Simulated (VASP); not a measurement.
GeH:

```xyz
8
Lattice="4.0500 0.0000 0.0000 -2.0250 3.5074 0.0000 0.0000 0.0000 10.6000" Properties=species:S:1:pos:R:3 pbc="T T T"
Ge    0.0000    2.3383    3.0200
Ge    2.0250    1.1691    2.2800
Ge    0.0000    2.3383    8.3200
Ge    0.0000    0.0000    7.5800
H     0.0000    2.3383    4.5800
H     2.0250    1.1691    0.7200
H     0.0000    2.3383    9.8800
H     0.0000    0.0000    6.0200
```

The cell was built by a generator and isn't the measured one.

```yaml
Program: VASP 6.6.1
Task: relaxation of cell and atoms
Functional: PBE
Dispersion: D3(BJ)
Potentials_or_basis: VASP PAW PBE potentials, release 64 (Ge_d, H)
Cutoff: 600 eV
k_mesh: 9 × 9 × 3
Occupations: gaussian, width 0.05 eV
Spin: no spin polarisation
```

At the start: pressure -0.8 GPa; volume 18.82 Å³/atom.

Task: How do energy, volume and symmetry change on relaxing?

Result: Over 35 steps the energy falls by 6.6 meV/atom and the volume is 16.62 Å³/atom (-11.7 %); space group P6_3mc (No. 186, to 0.05 Å).

Step by step:
```csv
step,energy change (eV),largest force (eV/Å),pressure (GPa),volume (Å³)
1,0.0000,0.1737,-0.83,150.57
2,-0.0005,0.3179,0.18,148.46
3,-0.0079,0.0759,-0.16,149.49
4,-0.0078,0.0602,-0.41,149.55
5,-0.0078,0.0763,-0.27,149.51
6,-0.0099,0.0516,-0.11,148.72
7,-0.0102,0.0509,-0.13,148.40
8,-0.0102,0.0725,0.13,147.76
9,-0.0103,0.0502,0.13,148.02
10,-0.0103,0.0504,0.09,148.21
11,-0.0117,0.0573,-0.04,147.96
12,-0.0152,0.0792,-0.01,147.23
13,-0.0203,0.1289,0.03,145.73
14,-0.0210,0.2492,0.15,142.69
15,-0.0219,0.2149,0.13,143.59
16,-0.0224,0.2090,0.08,143.52
17,-0.0236,0.1913,-0.01,143.31
18,-0.0256,0.1566,-0.05,142.89
19,-0.0284,0.1492,-0.09,142.05
20,-0.0293,0.2944,-0.36,140.34
21,-0.0296,0.2203,-0.27,141.20
22,-0.0319,0.2010,-0.26,140.84
23,-0.0381,0.1506,-0.31,139.77
24,-0.0471,0.0500,-0.33,137.64
25,-0.0501,0.1825,-0.20,133.42
26,-0.0512,0.1270,-0.13,134.41
27,-0.0514,0.0845,-0.27,133.09
28,-0.0523,0.0421,-0.24,133.74
29,-0.0522,0.0319,-0.21,133.58
30,-0.0523,0.0277,-0.09,133.63
31,-0.0523,0.0370,-0.10,133.69
32,-0.0523,0.0392,-0.30,133.71
33,-0.0526,0.0081,-0.07,133.14
34,-0.0525,0.0064,0.01,132.97
35,-0.0525,0.0062,0.03,132.98
```

Final structure:
```xyz
8
Lattice="4.0497 0.0000 0.0000 -2.0249 3.5072 0.0000 0.0000 0.0000 9.3630" Properties=species:S:1:pos:R:3 pbc="T T T"
Ge    0.0000    2.3381    2.7040
Ge    2.0249    1.1691    1.9781
Ge    0.0000    2.3381    7.3855
Ge    0.0000    0.0000    6.6596
H     0.0000    2.3381    4.2475
H     2.0249    1.1691    0.4334
H     0.0000    2.3381    8.9290
H     0.0000    0.0000    5.1149
```
